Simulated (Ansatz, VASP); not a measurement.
# Cross-check of Zn10In18O37 (partly crystallised 47In2O3-53ZnO (mol %)) between VASP and Ansatz, part 2 of 2

One calculation is typed for both programs; each brings its own data sets. How far apart do they land? The cell is taken from a series of runs on this material, whose earlier steps may have relaxed, scaled, displaced or heated it; both programs get it as it stands.

VASP 6.6.1 and Ansatz 0.2.0.

So far. Step 2 (VASP: single point, PBE): The run ends at a pressure of 2.42 GPa, with forces up to 1.3 eV/Å.

## Step 3: Ansatz: single point, PBE

Level of this step: Ansatz beside VASP: Kohn-Sham DFT, plane waves, PBE (Ansatz).

Ansatz runs on its default PAW (the set named soft_2) files.

The same cell, functional, mesh and smearing now go to Ansatz, which takes its cutoff from its data sets.

input.yaml

```yaml
crystal:
  lattice:
    - [9.49289, 0.0, 0.0]
    - [0.0, 9.49289, 0.0]
    - [0.0, 0.0, 9.49289]
  atoms:
    - { symbol: In, position: [0.15133, 0.1096, 0.33368] }
    - { symbol: In, position: [0.82388, 0.98184, 0.83832] }
    - { symbol: In, position: [0.33071, 0.22639, 0.67056] }
    - { symbol: In, position: [0.1517, 0.97024, 0.83034] }
    - { symbol: In, position: [0.31483, 0.86247, 0.17737] }
    - { symbol: In, position: [0.99449, 0.24792, 0.99309] }
    - { symbol: In, position: [0.48232, 0.49757, 0.1673] }
    - { symbol: In, position: [0.15713, 0.48616, 0.17071] }
    - { symbol: In, position: [0.4949, 0.97594, 0.83042] }
    - { symbol: In, position: [0.15276, 0.4724, 0.49884] }
    - { symbol: In, position: [0.81908, 0.47601, 0.17712] }
    - { symbol: In, position: [0.80602, 0.0025, 0.50312] }
    - { symbol: In, position: [0.64823, 0.75806, 0.33641] }
    - { symbol: In, position: [0.48621, 0.48986, 0.49688] }
    - { symbol: In, position: [0.65986, 0.72937, 0.99533] }
    - { symbol: In, position: [0.98448, 0.23682, 0.6667] }
    - { symbol: In, position: [0.01697, 0.77763, 0.35797] }
    - { symbol: In, position: [0.32086, 0.60779, 0.82879] }
    - { symbol: Zn, position: [0.65339, 0.27882, 0.67403] }
    - { symbol: Zn, position: [0.99233, 0.70069, 0.00025] }
    - { symbol: Zn, position: [0.30897, 0.82662, 0.54066] }
    - { symbol: Zn, position: [0.65296, 0.71878, 0.66389] }
    - { symbol: Zn, position: [0.53032, 0.15791, 0.32696] }
    - { symbol: Zn, position: [0.98561, 0.66702, 0.70305] }
    - { symbol: Zn, position: [0.8188, 0.44964, 0.498] }
    - { symbol: Zn, position: [0.79818, 0.04174, 0.17482] }
    - { symbol: Zn, position: [0.65114, 0.28636, 0.97966] }
    - { symbol: Zn, position: [0.34138, 0.18038, 0.07255] }
    - { symbol: O, position: [0.2077, 0.89407, 0.37379] }
    - { symbol: O, position: [0.50452, 0.20618, 0.82134] }
    - { symbol: O, position: [0.98699, 0.47942, 0.02412] }
    - { symbol: O, position: [0.83378, 0.75017, 0.84398] }
    - { symbol: O, position: [0.6599, 0.49713, 0.63702] }
    - { symbol: O, position: [0.98811, 0.01208, 0.98426] }
    - { symbol: O, position: [0.66457, 0.95884, 0.99017] }
    - { symbol: O, position: [0.49197, 0.26336, 0.51401] }
    - { symbol: O, position: [0.32175, 0.97574, 0.97983] }
    - { symbol: O, position: [0.65028, 0.51369, 0.33153] }
    - { symbol: O, position: [0.14872, 0.21093, 0.82124] }
    - { symbol: O, position: [0.3184, 0.48939, 0.33629] }
    - { symbol: O, position: [0.32196, 0.46565, 0.6575] }
    - { symbol: O, position: [0.81834, 0.25262, 0.13302] }
    - { symbol: O, position: [0.81011, 0.22903, 0.52762] }
    - { symbol: O, position: [0.95187, 0.00243, 0.32807] }
    - { symbol: O, position: [0.98121, 0.4582, 0.64494] }
    - { symbol: O, position: [0.97547, 0.00617, 0.67385] }
    - { symbol: O, position: [0.13413, 0.71534, 0.16591] }
    - { symbol: O, position: [0.50045, 0.74144, 0.83123] }
    - { symbol: O, position: [0.51306, 0.28107, 0.14563] }
    - { symbol: O, position: [0.32208, 0.99179, 0.68151] }
    - { symbol: O, position: [0.65618, 0.50676, 0.02107] }
    - { symbol: O, position: [0.82141, 0.7668, 0.48493] }
    - { symbol: O, position: [0.668, 0.96079, 0.68048] }
    - { symbol: O, position: [0.14276, 0.74187, 0.84123] }
    - { symbol: O, position: [0.65855, 0.98364, 0.33384] }
    - { symbol: O, position: [0.31879, 0.50158, 0.01768] }
    - { symbol: O, position: [0.49652, 0.7293, 0.16833] }
    - { symbol: O, position: [0.8243, 0.21782, 0.83221] }
    - { symbol: O, position: [0.35634, 0.07116, 0.25247] }
    - { symbol: O, position: [0.81282, 0.71772, 0.16961] }
    - { symbol: O, position: [0.98716, 0.49169, 0.33554] }
    - { symbol: O, position: [0.15606, 0.24366, 0.51316] }
    - { symbol: O, position: [0.49439, 0.71928, 0.50193] }
    - { symbol: O, position: [0.14833, 0.25693, 0.15771] }
    - { symbol: O, position: [0.12934, 0.68846, 0.54026] }
kpoints:
  mp_grid: { grid: [1, 1, 1] }
hamiltonian:
  xc: pbe
scf:
  occupations: { method: fermi_dirac, width: 0.05 }
output:
  forces: true
  eigenvalues: true
  populations: true
  stress: true
```

Launch:

```console
$ ansatz run input.yaml --threads 4 --pin off --max-ram 8192MiB --backend cpu --events-out ev --progress --plain --runs-dir out
```

Numbers of over 12 decimals in the logs are rounded to 6 here.

Log:

```text
Engine: ansatz 0.2.0, aarch64-unknown-linux-gnu
Pseudopotentials: kind: paw
Pseudopotential: In, paw, valence charge 13, recommended cutoff 420 eV (normal), In.paw.azcp
Pseudopotential: Zn, paw, valence charge 12, recommended cutoff 420 eV (normal), Zn.paw.azcp
Pseudopotential: O, paw, valence charge 6, recommended cutoff 420 eV (normal), O.paw.azcp
Functional definition: PBE
  parameter kappa = 0.804
  parameter beta = 0.066725
  exchange = pbe_x(kappa = kappa, mu = beta*pi^2/3)
  correlation = pbe_c(beta = beta)
Crystal: 65 atoms, lattice volume = 855.451 Å³
Basis set: ecut = 420 eV, 16831 PW (Γ), exchange–correlation on 128×128×128 points (8 copies of the dense FFT grid, shifted against one another)
Bands: 353, of which v1, the nominal top of the filled ones, is band 288 counted from 1 (287 counted from 0)
Symmetry: 1 space group operations
Space group: P1 (ITA 1), of the structure as read, at distance tolerance 9.5e-5 Å
k-points: 1
Non-local potential: In, projectors of the file, l = 0: 2, l = 1: 2, l = 2: 2, l = 3: 2
Non-local potential: Zn, projectors of the file, l = 0: 2, l = 1: 2, l = 2: 3, l = 3: 1
Non-local potential: O, projectors of the file, l = 0: 2, l = 1: 2, l = 2: 1
PAW form: soft (Blöchl's): semilocal exchange-correlation on the pseudo side does not see the compensation charge
PAW one-centre angular grid: In, 590 points (default); XC on 64 Gauss nodes
PAW one-centre angular grid: Zn, 590 points (default); XC on 64 Gauss nodes
PAW one-centre angular grid: O, 110 points (default); XC on 64 Gauss nodes
Initial density: superposition of atomic densities (neutral atoms: chi_scale 0, normalization atom), corrected by the library's trained network
Initial wavefunctions: pseudopotential atomic-orbital guess
Functional: x = pbe(κ = 0.804, μ = 0.219515), c = pbe(β = 0.066725)
SCF iter   1: F=—  HF=-154943.061576 eV  |F-HF|=—  |Δ(HF+E_count)|=         —  Δρ=3.10e-3  dr2=9.78e-2  ethr=1.77e-3  ⟨swp⟩=6.0  Hψ=1357  notcnv=0  defer=12
preconditioner: auto → Resta (q_TF=auto, 2.554 Å⁻¹)  ε∞=5.3  [insulator: Δε(μ)=0.597 eV  Ē_g=14.760 eV  σ=0.050 eV  W_gap=0.99  n_scr=250 (ndim 8)  ℏωp=30.5 eV  f_vac=0.063  D(μ)=0.23/eV (n_scr^D=0)  ε∞_Penn≈5.3]
SCF iter   2: F=—  HF=-154943.062387 eV  |F-HF|=—  |Δ(HF+E_count)|=   8.10e-4  Δρ=1.58e-3  dr2=1.75e-2  ethr=1.70e-5  ⟨swp⟩=2.0  Hψ=694  notcnv=0  defer=53
SCF iter   3: F=—  HF=-154943.061309 eV  |F-HF|=—  |Δ(HF+E_count)|=   1.08e-3  Δρ=6.68e-4  dr2=6.45e-3  ethr=3.04e-6  ⟨swp⟩=2.0  Hψ=567  notcnv=0  defer=53
SCF iter   4: F=—  HF=-154943.060836 eV  |F-HF|=—  |Δ(HF+E_count)|=   4.73e-4  Δρ=2.94e-4  dr2=7.36e-4  ethr=1.12e-6  ⟨swp⟩=2.0  Hψ=457  notcnv=0  defer=53
SCF iter   5: F=—  HF=-154943.060754 eV  |F-HF|=—  |Δ(HF+E_count)|=   8.15e-5  Δρ=1.27e-4  dr2=1.41e-4  ethr=1.28e-7  ⟨swp⟩=2.0  Hψ=560  notcnv=0  defer=53
SCF iter   6: F=—  HF=-154943.060790 eV  |F-HF|=—  |Δ(HF+E_count)|=   3.57e-5  Δρ=5.86e-5  dr2=3.18e-5  ethr=2.44e-8  ⟨swp⟩=2.0  Hψ=561  notcnv=0  defer=53
SCF iter   7: F=—  HF=-154943.062384 eV  |F-HF|=—  |Δ(HF+E_count)|=   1.59e-3  Δρ=2.32e-5  dr2=5.30e-6  ethr=5.52e-9  ⟨swp⟩=2.0  Hψ=584  notcnv=0  defer=53
SCF iter   8: F=—  HF=-154943.062387 eV  |F-HF|=—  |Δ(HF+E_count)|=   2.81e-6  Δρ=8.24e-6  dr2=8.03e-7  ethr=9.21e-10  ⟨swp⟩=2.0  Hψ=458  notcnv=0  defer=53
SCF iter   9: F=—  HF=-154943.062387 eV  |F-HF|=—  |Δ(HF+E_count)|=   7.88e-7  Δρ=6.84e-6  dr2=3.76e-7  ethr=1.39e-10  ⟨swp⟩=2.0  Hψ=585  notcnv=0  defer=53
SCF iter  10: F=-154943.062388 eV  HF=-154943.062388 eV  |F-HF|=2.37e-8  |Δ(HF+E_count)|=   4.46e-8  Δρ=1.90e-6  dr2=3.82e-8  ethr=1.74e-11  ⟨swp⟩=10.0  Hψ=1854  notcnv=0
SCF 1 converged in 10 iterations: F = -154943.062388 eV  dr2 = 3.82e-8
  greatest PAW one-centre occupation: 0.992 electrons in one spin orbital (limit 2), on the Zn atom at site 26 (counted from 0), in its partial waves of l = 2
SCF converged after 10 iterations
Free energy (F): -154943.062388 eV
Harris-Foulkes:  -154943.062388 eV  (|F-HF|=2.37e-8)
Internal energy: -154943.054478 eV  (E = F + TS)
E sigma→0 (E₀):  -154943.058433 eV
Entropy (-TS):   -0.007910 eV (-0.122 meV/atom)
Fermi energy:    8.235910 eV
--- Per-component energies (eV) ---
  E_band       = 52.177022
  E_kinetic    = 12186.942393
  E_local      = -49726.137938  (includes V_loc(G=0)·N_el)
  E_nonlocal   = 14667.805379
  E_hartree    = 19833.198298
  E_xc         = -7929.112092
  E_vxc        = -5736.339814  (∫ρ·V_xc dr)
  E_paw        = -99078.809417  (= ΣΔE_a)
  E_vpaw       = -11006.577180  (= ΣTr[D̂ρ^β])
  E_aug_tail   = 0.085879  (compensation charges beyond the density's cutoff)
  E_ewald      = -44897.026981
  E_smearing   = -0.007910  (= −TS)
  E_closure    = 0.000000  (closes the sum)
  Σ components = -154943.062388   (vs F -154943.062388, Δ=0.00e0)
--- Forces (eV/Å), atoms counted from 1 ---
  atom   1  In    -0.40642513     0.47565764     0.25029951
  atom   2  In     0.28039250     0.26502747     0.01299820
  atom   3  In    -0.06304458     0.09598510     0.12019398
  atom   4  In    -0.51267173     0.17974073     0.05470282
  atom   5  In     0.21770365    -0.64845148    -0.29350877
  atom   6  In    -0.09140999    -0.34828548    -0.15582826
  atom   7  In    -0.14690544     0.08934381    -0.18285171
  atom   8  In    -0.04264572     0.07362266     0.00290302
  atom   9  In     0.25393022     0.05847669    -0.04008223
  atom  10  In    -0.19921458     0.25626986    -0.22611131
  atom  11  In     0.15311130     0.33900964     0.24828832
  atom  12  In     0.10458329     0.11089419     0.50330960
  atom  13  In     0.19239794    -0.33386051    -0.12003710
  atom  14  In     0.09477726     0.13838011     0.02241966
  atom  15  In     0.22635818    -0.05649788     0.21043448
  atom  16  In    -0.16544647    -0.34952196     0.23034005
  atom  17  In    -0.51832677    -0.69588580    -0.32076846
  atom  18  In     0.00345787     0.00285434     0.30644911
  atom  19  Zn     0.15989774    -0.27325893     0.07382671
  atom  20  Zn    -0.01528127     0.11525148     0.14648016
  atom  21  Zn     0.08386249    -0.13740610    -0.17705511
  atom  22  Zn    -0.07676581     0.06584524    -0.04465315
  atom  23  Zn    -0.22564089    -0.00832882     0.24248293
  atom  24  Zn     0.00772155    -0.04820689    -0.08385596
[...]
atom  58  O     -0.88855750     0.66380286     0.34753726
  atom  59  O      0.37583163     0.24641413    -0.05736554
  atom  60  O      0.37918129     0.05895597    -0.04563143
  atom  61  O     -0.35192022     0.23889076     0.36733929
  atom  62  O      0.40351117    -0.24672037    -0.27228815
  atom  63  O     -0.38699509     0.47459442     0.49689084
  atom  64  O      0.66097990    -0.38683076    -0.12363122
  atom  65  O      0.03335497     0.63322399     0.43020603
  max |Σ_I F_I| component: 4.30e-5 eV/Å
--- Stress (GPa, compression-positive) ---
        2.917037       0.638143       0.266547
        0.638144      -0.188675      -1.512523
        0.266547      -1.512523       3.416604
  P = ⅓ Tr σ = 2.0483 GPa (20.483 kbar)
--- Band table (eV) ---
  k-point 0: bands = [... 284 lower, 7.7045, 7.7295, 7.8223, 7.9810, 8.4881, 11.2713, 11.5800, 11.6826, ... 61 higher]
--- Löwdin populations: 65 sites ---
  site symbol       q [e]
     0     In     11.8303
     1     In     11.9438
     2     In     11.8727
     3     In     11.8944
     4     In     11.8423
     5     In     11.8896
     6     In     11.8751
     7     In     11.8704
     8     In     11.9097
     9     In     11.8892
    10     In     11.9280
    11     In     11.9111
    12     In     11.8993
    13     In     11.9350
    14     In     11.9039
    15     In     11.8869
    16     In     11.8883
    17     In     11.8560
    18     Zn     10.5428
    19     Zn     10.5251
    20     Zn     10.5251
    21     Zn     10.5336
    22     Zn     10.5313
    23     Zn     10.5510
[...]
57      O      6.8789
    58      O      6.9687
    59      O      6.8250
    60      O      6.8192
    61      O      6.7423
    62      O      6.9323
    63      O      6.8206
    64      O      6.9222
  spilling = 0.004859 (of n_electrons = 576.000000)
```

In the SCF lines HF is the Harris–Foulkes energy and dr2 the Hartree energy of the density residual, in eV; the loop may stop once dr2 is under the threshold and the program's other checks hold. Hψ counts applications of the Hamiltonian.

The run ends at a pressure of 2.05 GPa, with forces up to 1.3 eV/Å.

## Step 4: Differences

Known differences besides the potentials themselves: the cutoff is 420 eV in Ansatz and 600 eV in VASP (PREC = Accurate, projectors in real space). Total energies have different zeros and are not compared.

Both answers:

```tsv
quantity	Ansatz	VASP	difference
pressure (GPa)	2.05	2.42	-0.37
gap on the k mesh (eV)	0.507	0.475	+0.032
```

Forces on 10 of the 65 atoms, those with the largest forces and the largest differences (eV/Å; atoms numbered as in POSCAR):

```tsv
atom	Ansatz x, y, z	VASP x, y, z
In17	-0.518, -0.696, -0.321	-0.544, -0.702, -0.332
Zn28	-0.020, 0.095, 0.105	-0.042, 0.114, 0.040
O32	0.832, -0.799, -0.509	0.821, -0.796, -0.522
O33	0.484, 0.110, 0.049	0.485, 0.133, 0.098
O35	-0.307, 0.107, 0.863	-0.321, 0.123, 0.896
O43	-0.596, 0.402, -0.120	-0.598, 0.379, -0.166
O49	-0.109, -0.930, -0.180	-0.092, -0.927, -0.152
O53	-0.518, -0.744, -0.384	-0.536, -0.744, -0.405
O55	-0.316, 0.995, -0.558	-0.339, 0.976, -0.550
O58	-0.889, 0.664, 0.348	-0.906, 0.665, 0.354
```

The forces differ by 17 meV/Å r.m.s., which is 4.8 % of the r.m.s. force of 0.349 eV/Å (both taken over all components). A gap on the mesh is an upper bound, since the band edges may lie between its points.

## Step 5: Outcome

```
r.m.s. force difference (single point, PBE) : 4.8 % of the r.m.s. force
```

**Reading.** The r.m.s. force difference is 4.8 % of the r.m.s. force (single point, PBE), beyond the 3 % picked in this series as the mark of a large difference. What causes the difference of the single point, PBE pair stays open here. Such differences can come from data sets, numerical settings and the points named under the comparisons, not from the functional's error against experiment.

[Lines on the potential files, build, host, timing and source positions are cut from VASP's logs without a mark.]

[Logs are printed without paths, hosts, clocks, repeated set-up lines and the standing remarks that a program may print on its own settings, such as how far it seeks lower states.]

[Hosts, paths, dates, database ids (printed as entryN), source tags and the programs' standing remarks are cut or masked in the printed files.]
